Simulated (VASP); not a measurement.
Given:

```xyz
5
Lattice="10.2088 -2.1900 -0.0041 10.2088 2.1900 -0.0041 9.7405 0.0000 3.7600" Properties=species:S:1:pos:R:3 pbc="T T T"
Bi    12.0559     0.0000     1.4998
Bi    18.1023     0.0000     2.2521
Te     0.0000     0.0000     0.0000
Te     6.3255     0.0000     0.7869
Te    23.8327     0.0000     2.9650
```

The numbers are results of PBE GGA with D4 dispersion, VASP's PBE PAW potentials (set 64) (plane waves; VASP 6.6.1), not measurements. Numerical set-up: 520 eV cut-off, 7×7×7 Γ-centred mesh, tetrahedra with Blöchl corrections, potentials Bi_d Te.

The cores are frozen, which limits the accuracy of field gradients.

Q: Give the principal components of the electric field gradient (V/Å²) and the asymmetry η at each nucleus.

A: 
```
atom    Vxx    Vyy   Vzz     η
----  -----  -----  ----  ----
Bi1   -12.6  -12.6  25.2  0.00
Bi2   -12.6  -12.6  25.2  0.00
Te3   -44.5  -44.5  88.9  0.00
Te4    -3.4   -3.4   6.9  0.00
Te5    -3.4   -3.4   6.9  0.00
```

The compound is Bi2Te3 in the tetradymite structure. It was relaxed first.
